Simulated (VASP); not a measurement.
Si3C under changes of volume

One of the cells (12.979 Å³/atom); the others are scaled copies at fixed shape and fractional positions:

```
CELL_PARAMETERS angstrom
4.94735 0.00000 0.00000
-2.47367 4.28453 0.00000
0.00000 0.00000 2.44922
ATOMIC_POSITIONS crystal
Si 0.50000 0.00000 0.50000
Si 0.00000 0.50000 0.50000
Si 0.50000 0.50000 0.50000
C 0.00000 0.00000 0.50000
```

The cell was built by a generator and needn't be a form met in nature.

- Program: VASP 6.6.1
- Functional: PBE
- Potentials or basis: VASP PAW PBE potentials, release 64 (Si, C)
- Cutoff: 520 eV
- k mesh: 6 × 6 × 11
- Occupations: fermi-dirac, width 0.05 eV
- Spin: no spin polarisation

| volume (Å³/atom) | energy over the lowest point (meV/atom) | pressure (GPa) |
| --- | --- | --- |
| 11.961 | ? | ? |
| 12.216 | 5.87 | 5.2 |
| 12.470 | 0.00 | 2.3 |
| 12.979 | 1.01 | -2.6 |
| 13.234 | 6.92 | -4.6 |
| 13.488 | 15.66 | -6.3 |

Problem. What does the run at 11.961 Å³/atom give?

Solution. Energy over the lowest point 16.57 meV/atom; pressure 8.5 GPa.

Worked out: A Birch-Murnaghan fit of order 3 (a polynomial in V^(-2/3)) to the other rows has its minimum at 12.68 Å³/atom with B0 = V·E''(V) = 125 GPa and B' = 6.0 at fixed shape and positions, which overstates the stiffness. It gives 16.93 meV/atom at 11.961 Å³/atom, against the run's 16.57, and -dE/dV = 8.7 GPa, against 8.5.

Energies are extrapolated to zero smearing.
